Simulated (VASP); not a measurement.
Wanted: the native input for a VASP 6.6.1 run.

- Task: single point
- Functional: r2SCAN
- Potentials or basis: VASP PAW PBE potentials, release 64 (Pm, S)
- Cutoff: 520 eV
- k mesh: 6 × 6 × 5
- Occupations: gaussian, width 0.05 eV
- Spin: collinear spin, ferromagnetic start
- Starting moments: [4.0, 0.0] μB
- Fixed moment: 1 μB
- Hubbard terms: Pm f U = 7 eV
- Further INCAR settings: ALGO = Normal; EDIFF = 1e-07; NBANDS = 22

The structure of PmS lies in POSCAR:

```
PmS
1.0
    3.7551346500      0.0000000000      0.0000000000
   -1.8775673200      3.2520420000      0.0000000000
    0.0000000000      0.0000000000      3.6648253700
Pm S
1 1
Direct
    0.0000000000      0.0000000000      0.0000000000
    0.6666666667      0.3333333333      0.5000000000
```

The cell comes from a database or a generator and needn't be the stable form of this composition.

One way to write it, as run:

INCAR

```
SYSTEM = PmS
ALGO     = Normal         ! electronic algorithm
EDIFF    = 1E-7           ! SCF threshold, eV
ENCUT    = 520            ! plane-wave cutoff, eV
ISIF     = 2              ! what is computed and relaxed
ISMEAR   = 0              ! smearing method
ISPIN    = 2              ! spin polarisation
LASPH    = .True.         ! aspherical terms in the spheres
LCHARG   = .True.         ! write CHGCAR
LDAU     = .True.         ! DFT+U
LDAUJ    = 0 0          
LDAUL    = 3 -1           ! shell
LDAUPRINT= 1            
LDAUTYPE = 2            
LDAUU    = 7 0            ! U, eV
LELF     = .True.         ! ELF
LMAXMIX  = 6              ! l up to which the mixer works
LMIXTAU  = .True.       
LORBIT   = 11             ! projections on sites
LREAL    = .False.        ! projectors in reciprocal space
LVHAR    = .True.       
LWAVE    = .False.        ! write WAVECAR
MAGMOM   = 4 0            ! initial moments
METAGGA  = R2SCAN         ! meta-GGA
NBANDS   = 22             ! bands
NELM     = 120            ! most SCF steps
NUPDOWN  = 1              ! fixed moment
PREC     = Accurate       ! precision mode
SIGMA    = 0.05           ! smearing width, eV
```

KPOINTS

```
k-points
0
Gamma
  6 6 5
  0 0 0
```

Potentials or basis: VASP PAW PBE potentials, release 64 (Pm, S).

Run with:

```sh
$ cat potpaw_PBE.64/Pm/POTCAR potpaw_PBE.64/S/POTCAR > POTCAR
$ mpirun -np 1 vasp_std > vasp.out
```

Results of the run:

The pressure is 5.6 GPa. The net moment is 1.00 μB per cell and the site moments are Pm +0.95; S -0.01 μB. The valence electrons inside the program's atomic spheres are Pm 12.35; S 3.81.

Caveat: the magnetic or orbital state may not be the lowest; the moment is held away from its start; the PAW data sets were made with another functional, which shifts forces and pressure a little; the total moment is fixed, so each spin has its own Fermi level.

Run time: 3.4 min on 1 thread of Intel(R) Xeon(R) 6975P-C (Granite Rapids), on a shared host, peak memory 0.21 GiB.
